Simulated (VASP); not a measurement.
Ti2TeAs2: relaxation of cell and atoms with PBE

The system is Ti2TeAs2.

```
Ti Te As
1.0
    -2.19833    2.19833    5.44939
     2.19833   -2.19833    5.44939
     2.19833    2.19833   -5.44939
Ti Te As
2 1 2
Direct
  0.75000 0.25000 0.50000
  0.25000 0.75000 0.50000
  0.00000 0.00000 0.00000
  0.61915 0.61915 0.00000
  0.38085 0.38085 0.00000
```

The cell was built by a generator and needn't be a form met in nature.

```json
{"Program": "VASP 6.6.1", "Task": "relaxation of cell and atoms", "Functional": "PBE", "Potentials or basis": "VASP PAW PBE potentials, release 64 (Ti_sv, Te, As)", "Cutoff": "520 eV", "k mesh": "5 × 5 × 5", "Occupations": "gaussian, width 0.15 eV", "Spin": "no spin polarisation", "Further INCAR settings": "PREC = Normal; ALGO = Fast; EDIFF = 0.0001; IBRION = 2; EDIFFG = -0.08; NSW = 24; ISIF = 3"}
```

| Item | Value |
| --- | --- |
| Relaxed volume | 20.20 Å³/atom |
| Relaxed cell | a = 5.609 Å, b = 5.609 Å, c = 5.609 Å, α = 130.03°, β = 130.03°, γ = 73.36° |
| Space group after relaxing (to 0.05 Å) | I4/mmm (No. 139) |
| Energy gained by relaxing | 238.9 meV/atom |
| Ionic steps | 9 |
| Pressure after relaxing | 0.2 GPa |
| Largest force after relaxing | 0.056 eV/Å |
| Band gap on the k mesh | none (metal or under the smearing width) |

Forces on the atoms (eV/Å):
```
Ti   0.000  0.000  0.000
Ti   0.000  0.000  0.000
Te   0.000  0.000  0.000
As   0.000  0.000  0.056
As   0.000  0.000 -0.056
```

The path:
```tsv
step	energy change (eV)	largest force (eV/Å)	pressure (GPa)	volume (Å³)
1	0.0000	1.2160	-1.60	105.34
2	-0.5943	1.0228	0.61	101.93
3	-0.6524	0.2917	13.46	89.14
4	-1.0097	0.9099	6.04	95.71
5	-1.1552	0.1006	-2.87	104.31
6	-1.1865	0.3244	-1.10	101.59
7	-1.1863	0.3535	-0.39	101.31
8	-1.1867	0.3420	-0.32	101.42
9	-1.1943	0.0562	0.17	101.02
```

Final structure:
```xyz
5
Lattice="-2.3694 2.3694 4.4985 2.3694 -2.3694 4.4985 2.3694 2.3694 -4.4985" Properties=species:S:1:pos:R:3 pbc="T T T"
Ti    0.0000    2.3694    2.2493
Ti    2.3694    0.0000    2.2493
Te    0.0000    0.0000    0.0000
As    0.0000    0.0000    5.7525
As    0.0000    0.0000    3.2446
```

Levels at points of the mesh, in eV from the Fermi level:
| k point | band 17 | band 18 | band 19 | band 20 | band 21 | band 22 | band 23 | band 24 |
| --- | --- | --- | --- | --- | --- | --- | --- | --- |
| (0.00, 0.00, 0.00) | -2.45 | -1.25 | -0.36 | -0.36 | 0.88 | 0.88 | 0.97 | 1.02 |

It took 8.1 min on 1 thread of Intel(R) Xeon(R) Platinum 8488C (Sapphire Rapids), on a shared host, peak memory 0.25 GiB.

Caveat: the k mesh is coarse (spacing up to 0.40 Å⁻¹), so the values aren't converged; the relaxation stopped at a loose force limit of 0.08 eV/Å, so its end isn't a converged minimum. The run has no spin-orbit coupling, so splittings on Te are missing.
